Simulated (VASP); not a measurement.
Something may be wrong with this VASP 6.6.1 calculation of Zr3MoC.

File INCAR:

```
SYSTEM = Zr3MoC
  ALGO = Normal
  EDIFF = 1E-6
  EDIFFG = -0.02
  ENCUT = 600
  GGA = PE
  IBRION = 2
  ISIF = 3
  ISMEAR = -1
  LASPH = .TRUE.
  LCHARG = .FALSE.
  LREAL = .FALSE.
  LWAVE = .FALSE.
  NELM = 82
  NSW = 1
  PREC = Accurate
  SIGMA = 0.05
```

File KPOINTS:

```
k-points
0
G
  5 5 5
  0 0 0
```

Contents of POSCAR:

```
Zr3MoC
1.0
    4.9425100000      0.0000000000      0.0000000000
    0.0000000000      4.9425100000      0.0000000000
    0.0000000000      0.0000000000      4.9425100000
Zr Mo C
3 1 1
Direct
    0.5000000000      0.0000000000      0.0000000000
    0.0000000000      0.5000000000      0.0000000000
    0.0000000000      0.0000000000      0.5000000000
    0.0000000000      0.0000000000      0.0000000000
    0.5000000000      0.5000000000      0.5000000000
```

Potentials or basis: VASP PAW PBE potentials, release 64 (Zr_sv, Mo_sv, C).

Command:

```console
$ cat potpaw_PBE.64/Zr_sv/POTCAR potpaw_PBE.64/Mo_sv/POTCAR potpaw_PBE.64/C/POTCAR > POTCAR
$ mpirun -np 1 vasp_std > vasp.out
```

OUTCAR:

```text
SYSTEM = Zr3MoC
   EDIFF = 1E-6
   EDIFFG = -0.02
   ENCUT = 600
   GGA = PE
   IBRION = 2
   ISIF = 3
   ISMEAR = -1
   LASPH = .TRUE.
   LREAL = .FALSE.
   NELM = 82
   NSW = 1
   PREC = Accurate

 ion  position               nearest neighbor table
   1  0.500  0.000  0.000-   4 2.47   4 2.47   2 3.49   3 3.49   2 3.49   2 3.49   3 3.49   3 3.49
                             3 3.49   2 3.49
[... 545 lines left out ...]
  -------------------------------------------------------------------------------------
  Total        0.7365705      0.7365705      0.7365705      0.0000000      0.0000000      0.0000000
  in kB        9.7742229      9.7742229      9.7742229      0.0000000      0.0000000      0.0000000
  external PRESSURE =       9.7742229 kB  Pullay stress =       0.0000000 kB

 VOLUME and BASIS-vectors are now :
 -----------------------------------------------------------------------------
  energy-cutoff  :      600.00
  volume of cell :      120.74
      direct lattice vectors                 reciprocal lattice vectors
     4.942510000  0.000000000  0.000000000     0.202326348  0.000000000  0.000000000
     0.000000000  4.942510000  0.000000000     0.000000000  0.202326348  0.000000000
     0.000000000  0.000000000  4.942510000     0.000000000  0.000000000  0.202326348

 POSITION                                       TOTAL-FORCE (eV/Angst)
 -----------------------------------------------------------------------------------
      2.47126      0.00000      0.00000         0.000000      0.000000      0.000000
      0.00000      2.47126      0.00000         0.000000      0.000000      0.000000
      0.00000      0.00000      2.47126         0.000000      0.000000      0.000000
      0.00000      0.00000      0.00000         0.000000      0.000000      0.000000
      2.47126      2.47126      2.47126         0.000000      0.000000      0.000000
 -----------------------------------------------------------------------------------
    total drift:                                0.000000      0.000000     -0.000000

  FREE ENERGIE OF THE ION-ELECTRON SYSTEM (eV)
  ---------------------------------------------------
  free  energy   TOTEN  =       -36.3231389009 eV

  energy  without entropy=      -36.2598853734  energy(sigma->0) =      -36.29151214
```

On the terminal:

```text
POSCAR found type information on POSCAR ZrMoC
 POSCAR found :  3 types and       5 ions
 scaLAPACK will be used
 LDA part: xc-table for (Slater+PW92), standard interpolation
 POSCAR, INCAR and KPOINTS ok, starting setup
 FFT: planning ... GRIDC
 FFT: planning ... GRID_SOFT
 FFT: planning ... GRID
 WAVECAR not read
 entering main loop
 curvature:   0.00 expect dE= 0.000E+00 dE for cont linesearch  0.000E+00
 trial: gam= 0.00000 g(F)=  0.000E+00 g(S)=  0.157E-01 ort = 0.000E+00 (trialstep = 0.100E+01)
 search vector abs. value=  0.157E-01
```

Q: Diagnose the run.

A: The run did not converge. The input holds a flaw that was put in on purpose: too few ionic steps (NSW = 1).
